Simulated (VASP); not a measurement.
These are PBE GGA, VASP's PBE PAW potentials (set 64) (plane waves; VASP) values and carry that method's errors.

The input files of a VASP run:

**POSCAR**
```
Os
1
    1.3650000000    -2.3642490000     0.0000000000
    1.3650000000     2.3642490000     0.0000000000
    0.0000000000     0.0000000000     4.3200000000
Os
2
Direct
  0.3333330000   0.6666670000   0.2500000000
  0.6666670000   0.3333330000   0.7500000000
```

### INCAR
```
! general
SYSTEM    =  Os
PREC      =  Accurate
ENCUT     =  400
LREAL     =  .False.
LASPH     =  .True.
KSPACING  =  0.8
KGAMMA    =  .True.

! electronic loop
EDIFF     =  1E-6
NELM      =  100
ALGO      =  Normal
LMAXMIX   =  6

! smearing
ISMEAR    =  1
SIGMA     =  0.1

! functional
GGA       =  PE

! ions
ISIF      =  2

! output
LWAVE     =  .False.
LCHARG    =  .False.
```

POTCAR, in this order: Os (PBE.64 set). Program: vasp_std.

Output

### OUTCAR
```
 ion  position               nearest neighbor table
   1  0.333  0.667  0.250-   2 2.67   2 2.67   2 2.67   2 2.67   2 2.67   2 2.67
   2  0.667  0.333  0.750-   1 2.67   1 2.67   1 2.67   1 2.67   1 2.67   1 2.67
  LATTYP: Found a hexagonal cell.
 ALAT       =     2.7299996949
 C/A-ratio  =     1.5824177593
 Subroutine PRICEL returns:
 Original cell was already a primitive cell.
 Subroutine GETGRP returns: Found 24 space group operations
The static configuration has the point symmetry D_3d.
 The point group associated with its full space group is D_6h.
The dynamic configuration has the point symmetry D_3d.
 Subroutine INISYM returns: Found 24 space group operations
 Subroutine IBZKPT returns following result:
 Found      8 irreducible k-points:

 Following reciprocal coordinates:
            Coordinates               Weight
  0.000000  0.000000  0.000000      1.000000
  0.250000  0.000000  0.000000      6.000000
  0.500000  0.000000  0.000000      3.000000
  0.250000  0.250000  0.000000      6.000000
  0.000000  0.000000  0.500000      1.000000
  0.250000  0.000000  0.500000      6.000000
  0.500000  0.000000  0.500000      3.000000
...
```

### OSZICAR
```
       N       E                     dE             d eps       ncg     rms          rms(c)
DAV:   1     0.818299788110E+02    0.81830E+02   -0.64925E+03   192   0.103E+03
DAV:   2    -0.187828591657E+02   -0.10061E+03   -0.91668E+02   208   0.362E+02
DAV:   3    -0.240533096935E+02   -0.52705E+01   -0.50776E+01   228   0.695E+01
DAV:   4    -0.241447720007E+02   -0.91462E-01   -0.91340E-01   212   0.856E+00
DAV:   5    -0.241458761445E+02   -0.11041E-02   -0.11041E-02   220   0.692E-01    0.232E+01
DAV:   6    -0.230254577003E+02    0.11204E+01   -0.11778E+00   212   0.992E+00    0.106E+01
DAV:   7    -0.227461067901E+02    0.27935E+00   -0.87667E-01   212   0.844E+00    0.113E+00
DAV:   8    -0.227386391391E+02    0.74677E-02   -0.83612E-03   200   0.724E-01    0.107E+00
DAV:   9    -0.227166258860E+02    0.22013E-01   -0.22379E-02   196   0.149E+00    0.354E-01
DAV:  10    -0.227151892019E+02    0.14367E-02   -0.57608E-03   208   0.771E-01    0.185E-01
DAV:  11    -0.227149323752E+02    0.25683E-03   -0.79622E-04   208   0.287E-01    0.687E-02
DAV:  12    -0.227148490900E+02    0.83285E-04   -0.11539E-04   208   0.115E-01    0.106E-02
DAV:  13    -0.227148488116E+02    0.27841E-06   -0.50535E-06   188   0.270E-02
   1 F= -.22714849E+02 E0= -.22712362E+02  d E =-.746164E-02
```

OUTCAR:
```
------------------------ aborting loop because EDIFF is reached ----------------------------------------
  FORCE on cell =-STRESS in cart. coord.  units (eV):
  Direction    XX          YY          ZZ          XY          YZ          ZX
  --------------------------------------------------------------------------------------
  Total        2.0608689      2.0608683     -0.4887727      0.0000000      0.0000000      0.0000000
  in kB      118.4189886    118.4189533    -28.0852270      0.0000000      0.0000000      0.0000000
  external PRESSURE =      69.5842383 kB  Pullay stress =       0.0000000 kB
  volume of cell :       27.88
      direct lattice vectors                 reciprocal lattice vectors
     1.365000000 -2.364249000  0.000000000     0.366300366 -0.211483647  0.000000000
     1.365000000  2.364249000  0.000000000     0.366300366  0.211483647  0.000000000
     0.000000000  0.000000000  4.320000000     0.000000000  0.000000000  0.231481481
 POSITION                                       TOTAL-FORCE (eV/Angst)
 -----------------------------------------------------------------------------------
      1.36500      0.78808      1.08000        -0.000000      0.000000      0.000000
      1.36500     -0.78808      3.24000         0.000000     -0.000000      0.000000
 -----------------------------------------------------------------------------------
    total drift:                                0.000000      0.000021     -0.000016
  FREE ENERGIE OF THE ION-ELECTRON SYSTEM (eV)
  ---------------------------------------------------
  free  energy   TOTEN  =       -22.7148488116 eV

  energy  without entropy=      -22.7073871707  energy(sigma->0) =      -22.71236160
```
(Selected blocks of OUTCAR.)

The compound is Os in the hcp structure. The cell was not relaxed at this level. The run is one of a series of settings (KGAMMA = .TRUE., KSPACING = 0.8, KPOINTS file removed against the base run), some of them coarse on purpose.
